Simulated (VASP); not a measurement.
Output of a VASP run:

### OSZICAR
```
       N       E                     dE             d eps       ncg     rms          rms(c)
DAV:   1     0.900592560882E+02    0.90059E+02   -0.81376E+03  4930   0.101E+03
DAV:   2    -0.228340692737E+02   -0.11289E+03   -0.11141E+03  5821   0.282E+02
DAV:   3    -0.254469457405E+02   -0.26129E+01   -0.25778E+01  6395   0.408E+01
DAV:   4    -0.254622844611E+02   -0.15339E-01   -0.15338E-01  5723   0.358E+00
DAV:   5    -0.254624533944E+02   -0.16893E-03   -0.16893E-03  6444   0.350E-01    0.283E+01
DAV:   6    -0.247496982677E+02    0.71276E+00   -0.37585E+00  5835   0.150E+01    0.105E+01
DAV:   7    -0.246698126595E+02    0.79886E-01   -0.18754E-01  5478   0.275E+00    0.470E+00
DAV:   8    -0.246512003765E+02    0.18612E-01   -0.31518E-02  6297   0.157E+00    0.304E-01
DAV:   9    -0.246508153211E+02    0.38506E-03   -0.97926E-04  5828   0.254E-01    0.169E-01
DAV:  10    -0.246507484024E+02    0.66919E-04   -0.23500E-04  6115   0.150E-01    0.371E-02
DAV:  11    -0.246507445507E+02    0.38517E-05   -0.25677E-05  6150   0.397E-02    0.130E-02
DAV:  12    -0.246507448742E+02   -0.32346E-06   -0.81635E-07  3614   0.700E-03
   1 F= -.24650745E+02 E0= -.24650749E+02  d E =0.122456E-04
```

File OUTCAR:
```
------------------------ aborting loop because EDIFF is reached ----------------------------------------
  FORCE on cell =-STRESS in cart. coord.  units (eV):
  Direction    XX          YY          ZZ          XY          YZ          ZX
  --------------------------------------------------------------------------------------
  Total        3.7206638      3.7206638      4.7890021      0.0000000     -0.0000000      0.0000000
  in kB      155.4790772    155.4790772    200.1227876      0.0000000     -0.0000000      0.0000000
  external PRESSURE =     170.3603140 kB  Pullay stress =       0.0000000 kB
  volume of cell :       38.34
      direct lattice vectors                 reciprocal lattice vectors
    -1.580683000  1.580683000  3.836273000     0.000000000  0.316318958  0.130334833
     1.580683000 -1.580683000  3.836273000     0.316318958  0.000000000  0.130334833
     1.580683000  1.580683000 -3.836273000     0.316318958  0.316318958  0.000000000
 POSITION                                       TOTAL-FORCE (eV/Angst)
 -----------------------------------------------------------------------------------
      0.00000      0.00000      2.57023         0.000000      0.000000     -0.301356
      0.00000      0.00000      5.10232        -0.000000     -0.000000      0.301356
      0.00000      0.00000      0.00000         0.000000      0.000000      0.000000
 -----------------------------------------------------------------------------------
    total drift:                               -0.000000      0.000000      0.000000
  FREE ENERGIE OF THE ION-ELECTRON SYSTEM (eV)
  ---------------------------------------------------
  free  energy   TOTEN  =       -24.6507448742 eV

  energy  without entropy=      -24.6507571198  energy(sigma->0) =      -24.65074896
```
(Selected blocks of OUTCAR.)

**POSCAR**
```
Si2W
1
   -1.5806830000     1.5806830000     3.8362730000
    1.5806830000    -1.5806830000     3.8362730000
    1.5806830000     1.5806830000    -3.8362730000
Si W
2 1
Direct
  0.3349900000   0.3349900000   0.0000000000
  0.6650100000   0.6650100000   0.0000000000
  0.0000000000   0.0000000000   0.0000000000
```

Q: Reconstruct the remaining input files.

A: This is not unique; one that fits is the input of the run itself, PBE GGA, plane waves, VASP's PBE PAW potentials (set 64).

**KPOINTS**
```
Automatic mesh
0
Gamma
12 12 12
0 0 0
```

### INCAR
```
! general
SYSTEM  = Si2W
PREC    = Accurate
ENCUT   = 300
LREAL   = F
LASPH   = T

! electronic loop
EDIFF   = 1E-6
NELM    = 100
ALGO    = Normal
LMAXMIX = 6

! smearing
ISMEAR  = 1
SIGMA   = 0.03

! functional
GGA     = PE

! ions
ISIF    = 2

! output
LWAVE   = F
LCHARG  = F
```

POTCAR, in this order: Si W_sv (PBE.64 set). Program: vasp_std.

At this cut-off the stress carries a Pulay error, which pulls relaxed volumes low.

The structure comes from a computed database's Si2W entry; how it stands against other phases isn't given here. The cell was not relaxed at this level. The run is one of a series of settings (SIGMA = 0.03, KPOINTS 12×12×12 Γ-centred mesh against the base run), some of them coarse on purpose.
